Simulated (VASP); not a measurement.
Output of a VASP run:

**OSZICAR**
```
       N       E                     dE             d eps       ncg     rms          rms(c)
DAV:   1     0.524517920645E+02    0.52452E+02   -0.67274E+03   848   0.113E+03
DAV:   2    -0.134133629600E+02   -0.65865E+02   -0.58705E+02   992   0.186E+02
DAV:   3    -0.155512610287E+02   -0.21379E+01   -0.21167E+01  1068   0.326E+01
DAV:   4    -0.155704499821E+02   -0.19189E-01   -0.19187E-01  1028   0.372E+00
DAV:   5    -0.155707625170E+02   -0.31253E-03   -0.31252E-03  1060   0.490E-01    0.774E+00
DAV:   6    -0.152075119413E+02    0.36325E+00   -0.21846E+00   980   0.144E+01    0.245E+00
DAV:   7    -0.151392710764E+02    0.68241E-01   -0.19641E-01   920   0.445E+00    0.166E+00
DAV:   8    -0.151160355638E+02    0.23236E-01   -0.33169E-02   948   0.190E+00    0.269E-01
DAV:   9    -0.151163286119E+02   -0.29305E-03   -0.20074E-03  1012   0.438E-01    0.169E-01
DAV:  10    -0.151166269587E+02   -0.29835E-03   -0.59101E-04   900   0.188E-01    0.204E-02
DAV:  11    -0.151166318491E+02   -0.48904E-05   -0.26312E-05  1040   0.518E-02    0.961E-03
DAV:  12    -0.151166419951E+02   -0.10146E-04   -0.25064E-05   892   0.349E-02    0.268E-03
DAV:  13    -0.151166420430E+02   -0.47933E-07   -0.73905E-07  1052   0.835E-03
   1 F= -.15116642E+02 E0= -.15117179E+02  d E =0.160965E-02
```

### OUTCAR
```
------------------------ aborting loop because EDIFF is reached ----------------------------------------
  FORCE on cell =-STRESS in cart. coord.  units (eV):
  Direction    XX          YY          ZZ          XY          YZ          ZX
  --------------------------------------------------------------------------------------
  Total       -1.2011899     -1.2011899     -1.2011899      0.0000000     -0.0000000      0.0000000
  in kB      -35.0393067    -35.0393067    -35.0393067      0.0000000     -0.0000000      0.0000000
  external PRESSURE =     -35.0393067 kB  Pullay stress =       0.0000000 kB
  volume of cell :       54.92
      direct lattice vectors                 reciprocal lattice vectors
     0.000000000  3.017025051  3.017025051    -0.165726168  0.165726168  0.165726168
     3.017025051  0.000000000  3.017025051     0.165726168 -0.165726168  0.165726168
     3.017025051  3.017025051  0.000000000     0.165726168  0.165726168 -0.165726168
 POSITION                                       TOTAL-FORCE (eV/Angst)
 -----------------------------------------------------------------------------------
      1.50851      1.50851      1.50851         0.000000      0.000000      0.000000
      4.52554      4.52554      4.52554        -0.000000     -0.000000     -0.000000
      0.00000      0.00000      0.00000        -0.000000      0.000000     -0.000000
 -----------------------------------------------------------------------------------
    total drift:                                0.000000     -0.000000      0.000000
  FREE ENERGIE OF THE ION-ELECTRON SYSTEM (eV)
  ---------------------------------------------------
  free  energy   TOTEN  =       -15.1166420430 eV

  energy  without entropy=      -15.1182516959  energy(sigma->0) =      -15.11717859
```
(Selected blocks of OUTCAR.)

File POSCAR:
```
PtAl2
1
    0.0000000000     3.0170250510     3.0170250510
    3.0170250510     0.0000000000     3.0170250510
    3.0170250510     3.0170250510     0.0000000000
Al Pt
2 1
Direct
  0.2500000000   0.2500000000   0.2500000000
  0.7500000000   0.7500000000   0.7500000000
  0.0000000000   0.0000000000   0.0000000000
```

Question: Write an INCAR and KPOINTS that could have produced this output.

Answer: Several could match; the one computed here: the input of the run itself, RPBE GGA, plane waves, VASP's PBE PAW potentials (set 64).

INCAR:
```
# general
SYSTEM  = PtAl2
PREC    = Accurate
ENCUT   = 520   # plane-wave cut-off (eV)
LREAL   = .False.
LASPH   = .True.   # aspherical one-centre terms

# electronic loop
EDIFF   = 1E-7   # SCF stop (eV)
NELM    = 100   # most electronic steps
ALGO    = Normal   # blocked Davidson
LMAXMIX = 6

# smearing
ISMEAR  = 1   # Methfessel-Paxton
SIGMA   = 0.1   # width (eV)

# functional
GGA     = RP

# ions
ISIF    = 2   # forces and stress, cell fixed

# output
LWAVE   = .False.
LCHARG  = .False.
```

KPOINTS:
```
Automatic
0
G
9 9 9
0 0 0
```

POTCAR, in this order: Al Pt (PBE.64 set). Program: vasp_std.

The compound is PtAl2 in the fluorite structure. This cell is one point of a volume scan, at 1.03 of the reference volume.
